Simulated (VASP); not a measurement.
Input:

```
CaPd2
1.0
   -1.87062     1.87062     4.52925
    1.87062    -1.87062     4.52925
    1.87062     1.87062    -4.52925
Ca Pd
1 2
Direct
  0.00000   0.00000   0.00000
  0.75000   0.25000   0.50000
  0.25000   0.75000   0.50000
```

Level of theory: PBEsol GGA, VASP's PBE PAW potentials (set 64) (plane waves; VASP). Numerical set-up: 400 eV cut-off, 13×13×13 Γ-centred mesh, tetrahedra with Blöchl corrections, potentials Ca_sv Pd.

The cores are frozen, which limits the accuracy of field gradients.

**Question.** Give the principal components of the electric field gradient (V/Å²) and the asymmetry η at each nucleus.

**Answer.** 
```csv
atom,Vxx,Vyy,Vzz,η
Ca1,23.5,23.5,-47.0,0.00
Pd2,-44.5,-44.5,89.0,0.00
Pd3,-44.5,-44.5,89.0,0.00
```

The structure comes from a computed database's CaPd2 entry (I4/mmm); how it stands against other phases isn't given here. It was relaxed first, which changed the volume by -6 %.
